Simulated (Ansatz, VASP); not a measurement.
**PtSe2 (Sudovikovite): VASP beside Ansatz**

Wanted: the spread between two codes on one cell, functional and k mesh. Of the first pair: The structure shown is the start of the Ansatz relaxation below; VASP solves that cell, so the two are compared at the walk's first step.

Calculated with Ansatz 0.2.0; plane waves, with VASP 6.6.1 beside it; single point at PBE with D3(BJ).

## 1. The structure

The structure is trigonal, space group P-3m1 (No. 164). Conventional cell: a = 3.760 Å, b = 3.760 Å, c = 4.963 Å, α = 90.00°, β = 90.00°, γ = 120.00°. Se has 3 Pt at 2.53 Å nearest. Nearest to Pt lie 6 Se at 2.53 Å. Farther neighbours and most contacts between anions are not listed.

## 2. Ansatz: relaxation, PBE with D3(BJ)

Ansatz runs on its PAW soft_1 files.

The two programs are compared at the cell with which this relaxation starts, whose forces are those of its first step.

The input, input.yaml:

```yaml
crystal:
  lattice:
    - [3.7602354162, 0.0, 0.0]
    - [-1.8801177081, 3.2564593946, 0.0]
    - [0.0, 0.0, 4.9629010663]
  atoms:
    - { symbol: Se, position: [0.3333333333, 0.6666666667, 0.2626870418] }
    - { symbol: Se, position: [0.6666666667, 0.3333333333, 0.7373129582] }
    - { symbol: Pt, position: [0.0, 0.0, 0.0] }
kpoints:
  mp_grid: { grid: [15, 15, 10] }
hamiltonian:
  xc: pbe
  dispersion: d3bj
  pseudopotentials: { kind: paw, azcp: { folder: soft_1 } }
scf:
  occupations: { method: methfessel_paxton, width: 0.2 }
output:
  forces: true
  stress: true
  eigenvalues: true
relax:
  adjacent_minimum: "off"
  f_tol: 0.001
  max_steps: 60
  cell: { stress_tol: 0.01, fix: [c, angles] }
```

On the command line:

```
ansatz run input.yaml --threads 4 --pin off --max-ram 10240MiB --backend cpu --events-out ev --progress --plain --runs-dir out
```

Numbers of over 12 decimals in the logs are rounded to 6 here.

What it wrote:

```text
Warning: crystal.symmetry: narrowed to the stabiliser of the fixed cell quantities (relax.cell.fix) — unitary ops 12 → 4. The narrowing is safe, since a smaller group never makes results wrong: the run goes on under it, on as many k-points as the starting group would need, or more. Excluded: 8 operations that would move a fixed cell quantity at a test strain (relax.cell.fix fixes c, alpha, beta, gamma). The cell can leave their symmetry as it relaxes.
Engine: ansatz 0.2.0, x86_64-unknown-linux-gnu
Pseudopotentials: kind: paw
Pseudopotential: Se, paw, valence charge 16, recommended cutoff 420 eV (normal), soft_1/Se.paw.azcp
Pseudopotential: Pt, paw, valence charge 18, recommended cutoff 420 eV (normal), soft_1/Pt.paw.azcp
Functional definition: PBE
  parameter kappa = 0.804
  parameter beta = 0.066725
  exchange = pbe_x(kappa = kappa, mu = beta*pi^2/3)
  correlation = pbe_c(beta = beta)
Crystal: 3 atoms, lattice volume = 60.771 Å³
Basis set: ecut = 420 eV, 1181 PW (Γ), exchange–correlation on 54×54×72 points (8 copies of the dense FFT grid, shifted against one another)
Bands: 30, of which v1, the nominal top of the filled ones, is band 25 counted from 1 (24 counted from 0)
Symmetry: 4 space group operations
k-points: 608 of 2250
Non-local potential: Se, projectors of the file, l = 0: 2, l = 1: 2, l = 2: 3, l = 3: 1
Non-local potential: Pt, projectors of the file, l = 0: 3, l = 1: 2, l = 2: 2, l = 3: 1
PAW form: soft (Blöchl's): semilocal exchange-correlation on the pseudo side does not see the compensation charge
PAW one-centre angular grid: Se, 590 points (default); XC on 64 Gauss nodes
PAW one-centre angular grid: Pt, 590 points (default); XC on 64 Gauss nodes
Initial density: superposition of atomic densities (chi_scale 0.1, normalization cell, long waves kept (reshape's long-wave potential 0.01 eV rms))
Initial wavefunctions: pseudopotential atomic-orbital guess
Functional: x = pbe(κ = 0.804, μ = 0.219515), c = pbe(β = 0.066725)
SCF iter   1: F=—  HF=-23465.587248 eV  |F-HF|=—  |Δ(HF+E_count)|=         —  Δρ=4.85e-2  dr2=7.08e-1  ethr=3.10e-3  ⟨swp⟩=5.0  Hψ=66058  notcnv=0
preconditioner: auto → LDOS  [metal: Δε(μ)=0.001 eV  Ē_g=9.957 eV  σ=0.200 eV  W_gap=0.01  n_scr=22 (ndim 8)  ℏωp=22.3 eV  f_vac=0.011  D(μ)=0.62/eV (n_scr^D=2)  β→1.0]
SCF iter   2: F=—  HF=-23465.530139 eV  |F-HF|=—  |Δ(HF+E_count)|=   5.71e-2  S|Δr|=    0.00e0  Δρ=1.94e-2  dr2=2.70e-1  ethr=1.42e-3  ⟨swp⟩=2.0  Hψ=40558  notcnv=0  defer=182
SCF iter   3: F=—  HF=-23465.445695 eV  |F-HF|=—  |Δ(HF+E_count)|=   8.44e-2  S|Δr|=    0.00e0  Δρ=5.72e-3  dr2=2.57e-2  ethr=5.41e-4  ⟨swp⟩=2.0  Hψ=35514  notcnv=0  defer=182
SCF iter   4: F=—  HF=-23465.437696 eV  |F-HF|=—  |Δ(HF+E_count)|=   8.00e-3  S|Δr|=    0.00e0  Δρ=1.34e-3  dr2=1.18e-3  ethr=5.13e-5  ⟨swp⟩=2.0  Hψ=24589  notcnv=0  defer=182
SCF iter   5: F=—  HF=-23465.437485 eV  |F-HF|=—  |Δ(HF+E_count)|=   2.12e-4  S|Δr|=    0.00e0  Δρ=1.94e-4  dr2=4.05e-5  ethr=2.37e-6  ⟨swp⟩=2.0  Hψ=23011  notcnv=0  defer=182
SCF iter   6: F=—  HF=-23465.437461 eV  |F-HF|=—  |Δ(HF+E_count)|=   2.36e-5  S|Δr|=    0.00e0  Δρ=3.49e-5  dr2=5.56e-7  ethr=8.09e-8  ⟨swp⟩=2.0  Hψ=24820  notcnv=0  defer=182
SCF iter   7: F=-23465.437462 eV  HF=-23465.437462 eV  |F-HF|=1.91e-8  |Δ(HF+E_count)|=   7.68e-7  S|Δr|=    0.00e0  Δρ=5.06e-6  dr2=1.17e-8  ethr=2.00e-10  ⟨swp⟩=7.9  Hψ=94272  notcnv=0
SCF 1 converged in 7 iterations: F = -23465.437462 eV  dr2 = 1.17e-8
  greatest PAW one-centre occupation: 1.000 electrons in one spin orbital (limit 2), on the Pt atom at site 2 (counted from 0), in its partial waves of l = 0
relax step   1: F+E_penalty+E_count = -23465.43746179 eV  Δ(F+E_penalty+E_count) = +0.000e0 eV  max|allowed force component| = 1.170e-1 eV/Å  Δτ_max = 0.0000 Å  P = -1.207 GPa  Ω = 60.771 Å³  fix = [c, alpha, beta, gamma]  reactions: c -1.901 GPa; alpha +0.000, beta -0.000, gamma +0.000 GPa/rad  (7 SCF iters, dr2 threshold 1.00e-7 eV, accepted)
[...]
relax step   3: F+E_penalty+E_count = -23465.43889930 eV  Δ(F+E_penalty+E_count) = -1.161e-3 eV  max|allowed force component| = 2.732e-3 eV/Å  Δτ_max = 0.0107 Å  P = -0.363 GPa  Ω = 60.572 Å³  energy of the carried Pulay correction = +5.166e-5 eV  fix = [c, alpha, beta, gamma]  reactions: c -1.153 GPa; alpha +0.000, beta -0.000, gamma +0.000 GPa/rad  (5 SCF iters, dr2 threshold 3.00e-7 eV, accepted)
[...]
relax step   4: F+E_penalty+E_count = -23465.43889623 eV  Δ(F+E_penalty+E_count) = +3.074e-6 eV  max|allowed force component| = 3.494e-6 eV/Å  Δτ_max = 0.0006 Å  P = -0.389 GPa  Ω = 60.598 Å³  energy of the carried Pulay correction = +4.491e-5 eV  fix = [c, alpha, beta, gamma]  reactions: c -1.152 GPa; alpha +0.000, beta -0.000, gamma +0.000 GPa/rad  (4 SCF iters, dr2 threshold 2.59e-9 eV, accepted)
[...]
relax step   5: F+E_penalty+E_count = -23465.43884876 eV  Δ(F+E_penalty+E_count) = +4.747e-5 eV  max|allowed force component| = 2.180e-5 eV/Å  Δτ_max = 0.0000 Å  P = -0.388 GPa  Ω = 60.598 Å³  fix = [c, alpha, beta, gamma]  reactions: c -1.154 GPa; alpha +0.000, beta -0.000, gamma +0.000 GPa/rad  stress off target by 4.56e-3 GPa on what of the cell is left free  SCF on the basis re-selected at this cell (its energy is not comparable with the rows above)  (5 SCF iters)
basis re-selected at this cell: Δ(F+E_penalty+E_count) = +4.747e-5 eV, ΔP = +0.001 GPa vs the last step (what re-selecting the basis moved, of the pressure what is left beyond the Pulay correction that the steps carried, after the strain that the cell walked since its last selection, with what the two solves' SCF thresholds leave and, on support functions, any second-order correction that the steps lacked; it is no m [...]
SCF converged after 5 iterations
Stability not checked: this state was not tested for a lower state beside it, because cold or Methfessel-Paxton smearing, or corrected tetrahedra, fill the levels in a way that the test cannot read (fill_not_monotonic; see scf.lower_state_search)
Free energy (F): -23465.438849 eV
Harris-Foulkes:  -23465.438849 eV  (|F-HF|=3.64e-12)
Internal energy: -23465.439857 eV  (E = F + TS)
E sigma→0 (E₀):  -23465.439101 eV
Entropy (-TS):   0.001009 eV (0.336 meV/atom)
Fermi energy:    12.955251 eV
--- Per-component energies (eV) ---
  E_band       = -970.806411
  E_kinetic    = 817.563141
  E_local      = -7025.882456  (includes V_loc(G=0)·N_el)
  E_nonlocal   = -504.029444
  E_hartree    = 3444.779756
  E_xc         = -402.891959
  E_vxc        = -452.719831  (∫ρ·V_xc dr)
  E_paw        = -13744.634059  (= ΣΔE_a)
  E_vpaw       = -695.297716  (= ΣTr[D̂ρ^β])
  E_aug_tail   = 0.000363  (compensation charges beyond the density's cutoff)
  E_ewald      = -6048.905733
  E_disp       = -1.439466  (pairwise vdW)
  E_smearing   = 0.001009  (= −TS)
  E_closure    = -0.000000  (closes the sum)
  Σ components = -23465.438849   (vs F -23465.438849, Δ=0.00e0)
--- Forces (eV/Å), atoms counted from 1 ---
  atom   1  Se     0.00000000    -0.00000000     0.00002180
  atom   2  Se    -0.00000000     0.00000000    -0.00002180
  atom   3  Pt     0.00000000     0.00000000     0.00000000
  max |Σ_I F_I| component: 3.39e-21 eV/Å
--- Stress (GPa, compression-positive) ---
       -0.004557      -0.000000       0.000000
       -0.000000      -0.004557      -0.000000
        0.000000      -0.000000      -1.154202
  P = ⅓ Tr σ = -0.3878 GPa (-3.878 kbar)
--- Band table (eV; the first three rows and the last of 608) ---
  k-point 0: bands = [... 21 lower, 10.4321, 11.9718, 11.9718, 13.5945, 14.1616, 14.1616, 16.4793, 17.0416, ... 1 higher]
  k-point 1: bands = [... 21 lower, 10.4261, 11.9019, 11.9019, 13.3019, 14.2675, 14.2675, 16.5729, 17.3261, ... 1 higher]
  k-point 2: bands = [... 21 lower, 10.4011, 11.7374, 11.7374, 12.6440, 14.5336, 14.5336, 16.8469, 17.9538, ... 1 higher]
  k-point 607: bands = [... 21 lower, 9.3316, 9.8198, 9.8684, 10.0733, 13.8585, 15.1926, 17.6882, 18.6722, ... 1 higher]
--- Relaxed structure (4 steps of the walk, 4 accepted, 1 SCFs on fresh bases) ---
  F+E_penalty+E_count = -23465.43884876 eV   max|allowed force component| = 2.180e-5 eV/Å   (the final SCF, on the basis selected at the relaxed cell)
  cell:  # Å, volume = 60.5984 Å³
    - [3.754892, -2.066484484107949e-19, 0]
    - [-1.877446, 3.251831, 0]
    - [0, 0, 4.9629010663]
  atoms:
    - { symbol: Se, position: [0.333333, 0.666667, 0.261111] }
    - { symbol: Se, position: [0.666667, 0.333333, 0.738889] }
    - { symbol: Pt, position: [0, 0, 0] }
```

Reading the cycles: dr2 is the Hartree energy of the density residual (eV), the measure of convergence; HF is the Harris–Foulkes estimate of the energy, which meets the free energy F at convergence.

## 3. VASP: single point, PBE with D3(BJ), start cell, pair 1

The same cell, functional, mesh and smearing now go to VASP, with its own data sets.

Lines of VASP's logs that name or quote its potential files are left out, and so is its time.

The input, INCAR:

```
SYSTEM = PtSe2
PREC = Accurate
ENCUT = 400
EDIFF = 1E-06
NELM = 120
ISMEAR = 1
SIGMA = 0.2
LREAL = .FALSE.
ALGO = Normal
GGA = PE
IVDW = 12
NBANDS = 17
LASPH = .TRUE.
LORBIT = 11
LWAVE = .FALSE.
LCHARG = .FALSE.
ISIF = 2
GGA_COMPAT = .FALSE.
KPAR = 2
```

The input, POSCAR:

```
PtSe2
1.0
    3.7602350000      0.0000000000      0.0000000000
   -1.8801180000      3.2564590000      0.0000000000
    0.0000000000      0.0000000000      4.9629010000
Se Pt
2 1
Direct
    0.3333333333      0.6666666667      0.2626870856
    0.6666666667      0.3333333333      0.7373129144
    0.0000000000      0.0000000000      0.0000000000
```

The input, KPOINTS:

```
Automatic mesh
0
Gamma
15 15 10
0 0 0
```

PAW data sets: Se and Pt (PBE family, release 64).

On the command line:

```
mpirun -np 2 vasp_std
```

What it wrote:

```text
[banner, memory and clock lines left out]
running    2 mpi-ranks, on    1 nodes
 distrk:  each k-point on    1 cores,    2 groups
 distr:  one band on    1 cores,    1 groups

 POSCAR found type information on POSCAR SePt
 POSCAR found :  2 types and       3 ions
 LDA part: xc-table for (Slater+PW92), standard interpolation
 POSCAR, INCAR and KPOINTS ok, starting setup
 FFT: planning ... GRIDC
 FFT: planning ... GRID_SOFT
 FFT: planning ... GRID
 WAVECAR not read
 entering main loop
       N       E                     dE             d eps       ncg     rms          rms(c)
DAV:   1     0.913989063307E+02    0.91399E+02   -0.87209E+03  8388   0.914E+02
DAV:   2    -0.112076719813E+02   -0.10261E+03   -0.99874E+02 10230   0.195E+02
DAV:   3    -0.149424113652E+02   -0.37347E+01   -0.37033E+01  9745   0.382E+01
DAV:   4    -0.149677602179E+02   -0.25349E-01   -0.25339E-01 10511   0.342E+00
DAV:   5    -0.149680266744E+02   -0.26646E-03   -0.26644E-03 10222   0.331E-01    0.119E+01
DAV:   6    -0.144594125009E+02    0.50861E+00   -0.45186E+00  8238   0.195E+01    0.766E+00
DAV:   7    -0.142374539141E+02    0.22196E+00   -0.86763E-01  8227   0.931E+00    0.373E+00
DAV:   8    -0.142243241035E+02    0.13130E-01   -0.57536E-02  8879   0.164E+00    0.838E-01
DAV:   9    -0.142217787395E+02    0.25454E-02   -0.79346E-03  9558   0.884E-01    0.193E-01
DAV:  10    -0.142219266216E+02   -0.14788E-03   -0.12733E-03  9496   0.224E-01    0.386E-02
DAV:  11    -0.142219306885E+02   -0.40670E-05   -0.48265E-05 10549   0.585E-02    0.256E-02
DAV:  12    -0.142219322573E+02   -0.15688E-05   -0.74599E-06  8765   0.198E-02    0.454E-03
DAV:  13    -0.142219324887E+02   -0.23132E-06   -0.88464E-07  7876   0.600E-03
   1 F= -.15657273E+02 E0= -.15657600E+02  d E =0.979570E-03
```

Parts of OUTCAR (step 3):

```text
ion  position               nearest neighbor table
   1  0.333  0.667  0.263-   3 2.53   3 2.53   3 2.53
   2  0.667  0.333  0.737-   3 2.53   3 2.53   3 2.53
   3  0.000  0.000  0.000-   2 2.53   1 2.53   2 2.53   1 2.53   1 2.53   2 2.53

  LATTYP: Found a hexagonal cell.
 ALAT       =     3.7602350000
 C/A-ratio  =     1.3198379888

 Subroutine GETGRP returns: Found 12 space group operations
 (whereof 12 operations were pure point group operations)

The static configuration has the point symmetry D_3d.

 Found    238 irreducible k-points:

   k-points           NKPTS =    238   k-points in BZ     NKDIM =    238   number of bands    NBANDS=     17

   dimension x,y,z NGX =    28 NGY =   28 NGZ =   32
   dimension x,y,z NGXF=    56 NGYF=   56 NGZF=   64

   ENCUT  =  400.0 eV  29.40 Ry    5.42 a.u.   6.13  6.13  8.09*2*pi/ulx,y,z

   NELECT =      22.0000    total number of electrons

 k-points in reciprocal lattice and weights: Automatic mesh
   0.00000000  0.00000000  0.00000000       0.000
   0.06666667  0.00000000  0.00000000       0.003
   0.13333333  0.00000000  0.00000000       0.003
   0.20000000  0.00000000  0.00000000       0.003
   0.26666667  0.00000000  0.00000000       0.003
   0.33333333  0.00000000  0.00000000       0.003
   0.40000000  0.00000000  0.00000000       0.003
   0.46666667 -0.00000000  0.00000000       0.003
   0.06666667  0.06666667  0.00000000       0.003
[...]
0.33333333  0.26666667  0.50000000       0.005
   0.33333333  0.33333333  0.50000000       0.001

 average (electrostatic) potential at core
       1 -52.8042       2 -52.8042       3 -68.5746

 E-fermi :   6.4244

 k-point     1 :       0.0000    0.0000    0.0000
  band No.  band energies     occupation
    ...
      6       2.6770      2.00000
      7       2.6770      2.00000
      8       3.9228      2.00000
      9       5.4728      2.00000
     10       5.4728      2.00000
     11       7.0923     -0.00002
     12       7.6037     -0.00000
     13       7.6037     -0.00000
     14       9.9682     -0.00000
     15      10.4862      0.00000
    ...

 k-point     2 :       0.0667    0.0000    0.0000
  band No.  band energies     occupation
    ...
      6       2.6148      2.00000
      7       2.6422      2.00000
      8       3.8302      2.00000
      9       5.2494      2.00000
     10       5.4081      2.00000
     11       6.7316     -0.05201
     12       7.6484     -0.00000
     13       7.7880     -0.00000
     14      10.3075     -0.00000
     15      10.7861      0.00000
    ...

 k-point     3 :       0.1333    0.0000    0.0000
  band No.  band energies     occupation
    ...
      7       2.5544      2.00000
      8       3.5521      2.00000
      9       4.8437      2.00000
     10       5.2143      2.00000
     11       6.1440      2.06341
     12       7.7853     -0.00000
     13       7.9573     -0.00000
     14      11.0136      0.00000
     15      11.4919      0.00000
     16      13.2722      0.00000
    ...

 Edisp (eV)   -1.43534

  Total      -0.34320    -0.34320    -0.74075     0.00000     0.00000     0.00000
  in kB      -9.04817    -9.04817   -19.52914     0.00000     0.00000     0.00000
  external pressure =      -12.54 kB  Pullay stress =        0.00 kB

  energy-cutoff  :      400.00
  volume of cell :       60.77
      direct lattice vectors                 reciprocal lattice vectors
     3.760235000  0.000000000  0.000000000     0.265940826  0.153541050  0.000000000
    -1.880118000  3.256459000  0.000000000     0.000000000  0.307082018  0.000000000
     0.000000000  0.000000000  4.962901000     0.000000000  0.000000000  0.201495053

 POSITION                                       TOTAL-FORCE (eV/Angst)
 -----------------------------------------------------------------------------------
     -0.00000      2.17097      1.30369        -0.000000      0.000000     -0.111398
      1.88012      1.08549      3.65921        -0.000000      0.000000      0.111398
      0.00000      0.00000      0.00000         0.000000      0.000000      0.000000
 -----------------------------------------------------------------------------------
    total drift:                               -0.000000      0.000000      0.000000

  FREE ENERGIE OF THE ION-ELECTRON SYSTEM (eV)
  ---------------------------------------------------
  free  energy   TOTEN  =       -15.6572732347 eV

  energy  without entropy=      -15.6582528052  energy(sigma->0) =      -15.65759976

 total charge
# of ion       s       p       d       tot
------------------------------------------
    1        1.488   2.215   0.066   3.769
    2        1.488   2.215   0.066   3.769
    3        0.669   0.664   8.015   9.348
--------------------------------------------------
tot          3.645   5.095   8.147  16.887

[... 3 further parts left out ...]
```

The run ends at a pressure of -1.25 GPa, with forces up to 0.11 eV/Å.

## 4. Comparison

Known differences besides the potentials themselves: the data sets hold 50 valence electrons in Ansatz (on its PAW soft_1 files) and 22 in VASP; the cutoff is 420 eV in Ansatz and 400 eV in VASP. Total energies have different zeros and are not compared.

Forces (eV/Å; atoms numbered as in POSCAR):

| atom | Ansatz x, y, z | VASP x, y, z |
| --- | --- | --- |
| Se1 | 0.000, 0.000, -0.117 | 0.000, 0.000, -0.111 |
| Se2 | 0.000, 0.000, 0.117 | 0.000, 0.000, 0.111 |
| Pt3 | 0.000, 0.000, 0.000 | 0.000, 0.000, 0.000 |

The forces differ by 2.6 meV/Å r.m.s., which is 5.0 % of the r.m.s. force of 0.053 eV/Å (both taken over all components).

## 5. Ansatz: relaxation, PBE with D3(BJ)

This run makes the geometry at which the two programs are then compared. The cell compared in this pair holds 60.60 Å³, against 60.77 Å³ for the pair before.

The structure compared here is the end of the Ansatz relaxation.

input.yaml is that of step 2.

On the command line:

```
ansatz run input.yaml --threads 4 --pin off --max-ram 10240MiB --backend cpu --events-out ev --progress --plain --runs-dir out
```

What it wrote:

```text
[...]
Crystal: 3 atoms, lattice volume = 60.771 Å³
Basis set: ecut = 420 eV, 1181 PW (Γ), exchange–correlation on 54×54×72 points (8 copies of the dense FFT grid, shifted against one another)
Bands: 30, of which v1, the nominal top of the filled ones, is band 25 counted from 1 (24 counted from 0)
Symmetry: 4 space group operations
k-points: 608 of 2250
[...]
--- Relaxed structure (4 steps of the walk, 4 accepted, 1 SCFs on fresh bases) ---
[...]
cell:  # Å, volume = 60.5984 Å³
    - [3.754892, -2.066484484107949e-19, 0]
    - [-1.877446, 3.251831, 0]
    - [0, 0, 4.9629010663]
  atoms:
    - { symbol: Se, position: [0.333333, 0.666667, 0.261111] }
    - { symbol: Se, position: [0.666667, 0.333333, 0.738889] }
    - { symbol: Pt, position: [0, 0, 0] }
[key lines of the parts left out:]
SCF converged after 5 iterations
Free energy (F): -23465.438849 eV
Fermi energy:    12.955251 eV
P = ⅓ Tr σ = -0.3878 GPa (-3.878 kbar)
```

(Continued in part 2 of 2.)

[Lines on the potential files, build, host, timing and source positions are cut from VASP's logs without a mark.]

[Logs are printed without paths, hosts, clocks, repeated set-up lines and the standing remarks that a program may print on its own settings, such as how far it seeks lower states.]

[Hosts, paths, dates, database ids (printed as entryN), source tags and the programs' standing remarks are cut or masked in the printed files.]
